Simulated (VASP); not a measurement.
The input files of a VASP run:

POSCAR:
```
PtS2
1.0
  1.7943545750  -3.1079133640   0.0000000000
  1.7943545750   3.1079133640   0.0000000000
  0.0000000000   0.0000000000   5.9795426496
Pt S
1 2
Cart
  0.0000000000   0.0000000000   0.0000000000
  1.7943545750   1.0359731933   1.2271136199
  1.7943545750  -1.0359731933   4.7524290297
```

KPOINTS:
```
kpoints
0
gamma
7 7 4
0 0 0
```

### INCAR
```
! general
SYSTEM  = PtS2
PREC    = Accurate
ENCUT   = 520
LREAL   = F
LASPH   = T   ! aspherical one-centre terms

! electronic loop
EDIFF   = 1E-6   ! SCF stop (eV)
NELM    = 100   ! most electronic steps
ALGO    = Normal   ! blocked Davidson
LMAXMIX = 6

! smearing
ISMEAR  = 0   ! Gaussian
SIGMA   = 0.05

! functional
GGA     = 91   ! PW91

! ions
IBRION  = 2   ! conjugate gradients
NSW     = 60
ISIF    = 3
EDIFFG  = -0.02

! output
LWAVE   = F
LCHARG  = F
```

POTCAR, in this order: Pt S (PBE.64 set). Program: vasp_std.

Q: Translate this PW91 calculation to Quantum ESPRESSO's pw.x.

A: One equivalent input (not run):
```
&CONTROL
  calculation = 'vc-relax'
  pseudo_dir = './pseudo'
  outdir = './out'
  tprnfor = .true.
  tstress = .true.
  nstep = 60
  forc_conv_thr = 0.00078
/
&SYSTEM
  ibrav = 0
  nat = 3
  ntyp = 2
  ecutwfc = 84
  occupations = 'smearing'
  smearing = 'gaussian'
  degauss = 0.003675
  input_dft = 'pw91'
/
&ELECTRONS
  conv_thr = 7.3e-08
  electron_maxstep = 100
/
&IONS
/
&CELL
/
ATOMIC_SPECIES
  Pt 195.084 Pt.upf
  S 32.060 S.upf
CELL_PARAMETERS angstrom
     1.7943546   -3.1079134   -0.0000000
     1.7943546    3.1079134    0.0000000
     0.0000000    0.0000000    5.9795426
ATOMIC_POSITIONS crystal
  Pt   0.0000000  0.0000000  0.0000000
  S    0.3333330  0.6666670  0.2052186
  S    0.6666670  0.3333330  0.7947814
K_POINTS automatic
  7 7 4 0 0 0
```
What does not carry over: the potentials are each code's own (VASP's PAW set, PseudoDojo norm-conserving files in pw.x), so ENCUT and ecutwfc are chosen apart and not converted; conv_thr bounds pw.x's estimated SCF error, while EDIFF bounds the energy change between steps; forc_conv_thr acts on force components and is met together with etot_conv_thr.

The compound is PtS2 in the 1T layered structure. This run relaxes it. Symmetry was kept, so distortions that lower it aren't found. The start is the result of an earlier pass.
